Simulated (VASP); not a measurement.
Output of a VASP run:

### OUTCAR
```
 ion  position               nearest neighbor table
   1  0.000  0.000  0.000-
  LATTYP: Found a face centered cubic cell.
 ALAT       =     3.8991414714
 Subroutine PRICEL returns:
 Original cell was already a primitive cell.
 Subroutine GETGRP returns: Found 48 space group operations
The static configuration has the point symmetry O_h .
The dynamic configuration has the point symmetry O_h .
 Subroutine INISYM returns: Found 48 space group operations
 Subroutine IBZKPT returns following result:
 Found    104 irreducible k-points:

 Following reciprocal coordinates:
            Coordinates               Weight
  0.000000  0.000000  0.000000      1.000000
  0.071429  0.000000  0.000000      8.000000
  0.142857  0.000000  0.000000      8.000000
  0.214286  0.000000  0.000000      8.000000
  0.285714  0.000000  0.000000      8.000000
  0.357143  0.000000  0.000000      8.000000
  0.428571  0.000000  0.000000      8.000000
  0.500000  0.000000  0.000000      4.000000
  0.071429  0.071429  0.000000      6.000000
  0.142857  0.071429  0.000000     24.000000
  0.214286  0.071429  0.000000     24.000000
  0.285714  0.071429  0.000000     24.000000
  0.357143  0.071429  0.000000     24.000000
  0.428571  0.071429  0.000000     24.000000
  0.500000  0.071429  0.000000     24.000000
 -0.428571  0.071429  0.000000     24.000000
 -0.357143  0.071429  0.000000     24.000000
 -0.285714  0.071429  0.000000     24.000000
 -0.214286  0.071429  0.000000     24.000000
 -0.142857  0.071429  0.000000     24.000000
 -0.071429  0.071429  0.000000     12.000000
  0.142857  0.142857  0.000000      6.000000
  0.214286  0.142857  0.000000     24.000000
  0.285714  0.142857  0.000000     24.000000
  0.357143  0.142857  0.000000     24.000000
  0.428571  0.142857  0.000000     24.000000
  0.500000  0.142857  0.000000     24.000000
 -0.428571  0.142857  0.000000     24.000000
 -0.357143  0.142857  0.000000     24.000000
 -0.285714  0.142857  0.000000     24.000000
 -0.214286  0.142857  0.000000     24.000000
 -0.142857  0.142857  0.000000     12.000000
  0.214286  0.214286  0.000000      6.000000
  0.285714  0.214286  0.000000     24.000000
  0.357143  0.214286  0.000000     24.000000
  0.428571  0.214286  0.000000     24.000000
  0.500000  0.214286  0.000000     24.000000
 -0.428571  0.214286  0.000000     24.000000
 -0.357143  0.214286  0.000000     24.000000
 -0.285714  0.214286  0.000000     24.000000
   k-points           NKPTS =    104   k-points in BZ     NKDIM =    104   number of bands    NBANDS=      9
   number of dos      NEDOS =    301   number of ions     NIONS =      1
   total plane-waves  NPLWV =   8000
   dimension x,y,z NGX =    20 NGY =   20 NGZ =   20
   dimension x,y,z NGXF=    40 NGYF=   40 NGZF=   40
   ions per type =               1
   PREC   = accura    normal or accurate (medium, high low for compatibility)
   ISTART =      0    job   : 0-new  1-cont  2-samecut
   ICHARG =      2    charge: 1-file 2-atom 10-const
   ISPIN  =      1    spin polarized calculation?
   LNONCOLLINEAR =      F non collinear calculations
   LSORBIT =      F    spin-orbit coupling
   INIWAV =      1    electr: 0-lowe 1-rand  2-diag
   ENCUT  =  480.0 eV  35.28 Ry    5.94 a.u.   4.93  4.93  4.93*2*pi/ulx,y,z
   NELM   =    100;   NELMIN=  2; NELMDL= -5     # of ELM steps
   EDIFF  = 0.1E-06   stopping-criterion for ELM
   LREAL  =      F    real-space projection
   NLSPLINE    = F    spline interpolate recip. space projectors
   LMAXMIX     =    6 max onsite mixed and CHGCAR
   VOSKOWN=      0    Vosko Wilk Nusair interpolation
   EDIFFG = -.1E-01   stopping-criterion for IOM
   NSW    =     40    number of steps for IOM
   NBLOCK =      1;   KBLOCK =     40    inner block; outer block
   IBRION =      2    ionic relax: 0-MD 1-quasi-New 2-CG
   NFREE  =      1    steps in history (QN), initial steepest desc. (CG)
...
```

File OSZICAR:
```
       N       E                     dE             d eps       ncg     rms          rms(c)
DAV:   1    -0.124750170971E+02   -0.12475E+02   -0.55035E+03  1952   0.100E+03
DAV:   2    -0.543248791127E+02   -0.41850E+02   -0.40132E+02  1980   0.187E+02
DAV:   3    -0.547092020709E+02   -0.38432E+00   -0.36776E+00  2324   0.183E+01
DAV:   4    -0.547105144354E+02   -0.13124E-02   -0.13122E-02  2086   0.106E+00
DAV:   5    -0.547105253667E+02   -0.10931E-04   -0.10930E-04  2185   0.897E-02    0.140E+01
DAV:   6    -0.510421593016E+02    0.36684E+01   -0.34438E+00  1919   0.160E+01    0.667E+00
DAV:   7    -0.513516168006E+02   -0.30946E+00   -0.56574E-01  1878   0.448E+00    0.471E+00
DAV:   8    -0.514472264728E+02   -0.95610E-01   -0.30939E-01  1900   0.364E+00    0.102E+00
DAV:   9    -0.514914654062E+02   -0.44239E-01   -0.42643E-02  1919   0.142E+00    0.166E-01
DAV:  10    -0.514934563963E+02   -0.19910E-02   -0.40059E-03  1931   0.480E-01    0.978E-02
DAV:  11    -0.514936749127E+02   -0.21852E-03   -0.21641E-04  1995   0.153E-01    0.637E-02
DAV:  12    -0.514940745681E+02   -0.39966E-03   -0.19648E-04  1903   0.944E-02    0.332E-03
DAV:  13    -0.514940734270E+02    0.11411E-05   -0.64721E-06  1960   0.289E-02    0.626E-03
DAV:  14    -0.514940755731E+02   -0.21460E-05   -0.17421E-06  1958   0.110E-02    0.213E-03
DAV:  15    -0.514940779754E+02   -0.24024E-05   -0.25460E-06  1903   0.120E-02    0.140E-03
DAV:  16    -0.514940781898E+02   -0.21436E-06   -0.85060E-08  1523   0.282E-03    0.778E-04
DAV:  17    -0.514940781981E+02   -0.83297E-08   -0.36794E-09   967   0.482E-04
   1 F= -.50569090E+02 E0= -.50569094E+02  d E =-.505691E+02
```

**OUTCAR**
```
------------------------ aborting loop because EDIFF is reached ----------------------------------------
  FORCE on cell =-STRESS in cart. coord.  units (eV):
  Direction    XX          YY          ZZ          XY          YZ          ZX
  --------------------------------------------------------------------------------------
  Total        0.9186539      0.9186539      0.9186539      0.0000000      0.0000000      0.0000000
  in kB       99.3151483     99.3151483     99.3151483      0.0000000      0.0000000      0.0000000
  external PRESSURE =      -0.6848517 kB  Pullay stress =     100.0000000 kB
  volume of cell :       14.82
      direct lattice vectors                 reciprocal lattice vectors
     0.000000000  1.949570736  1.949570736    -0.256466714  0.256466714  0.256466714
     1.949570736  0.000000000  1.949570736     0.256466714 -0.256466714  0.256466714
     1.949570736  1.949570736  0.000000000     0.256466714  0.256466714 -0.256466714
 POSITION                                       TOTAL-FORCE (eV/Angst)
 -----------------------------------------------------------------------------------
      0.00000      0.00000      0.00000        -0.000000      0.000000     -0.000000
 -----------------------------------------------------------------------------------
    total drift:                                0.000000      0.000000      0.000000
  FREE ENERGIE OF THE ION-ELECTRON SYSTEM (eV)
  ---------------------------------------------------
  free  energy   TOTEN  =       -51.4940781981 eV

  energy  without entropy=      -51.4940918158  energy(sigma->0) =      -51.49408274
  enthalpy is  TOTEN    =       -50.5690895459 eV   P V=        0.9249886522

 reached required accuracy - stopping structural energy minimisation
```
(Selected blocks of OUTCAR.)

**POSCAR**
```
Pt
1
    0.0000000000     1.9495707357     1.9495707357
    1.9495707357     0.0000000000     1.9495707357
    1.9495707357     1.9495707357    -0.0000000000
Pt
1
Direct
  0.0000000000   0.0000000000   0.0000000000
```

Problem. Write an INCAR and KPOINTS that could have produced this output.

Solution. One answer among several that fit: the input of the run itself, r2SCAN meta-GGA, plane waves, VASP's PBE PAW potentials (set 64).

KPOINTS:
```
Regular mesh
0
Gamma
 14 14 14
```

### INCAR
```
! general
SYSTEM =Pt
PREC   =Accurate
ENCUT  =480
LREAL  =.FALSE.
LASPH  =.TRUE.

! electronic loop
EDIFF  =1E-7
NELM   =100
ALGO   =Normal
LMAXMIX=6
LMIXTAU=.TRUE.

! smearing
ISMEAR =1
SIGMA  =0.1

! functional
METAGGA=R2SCAN

! ions
IBRION =2
NSW    =40
ISIF   =3
EDIFFG =-0.01
PSTRESS=100

! output
LWAVE  =.FALSE.
LCHARG =.FALSE.
```

POTCAR, in this order: Pt (PBE.64 set). Program: vasp_std.

The compound is Pt in the fcc structure. It was relaxed first under an external pressure of 10 GPa.
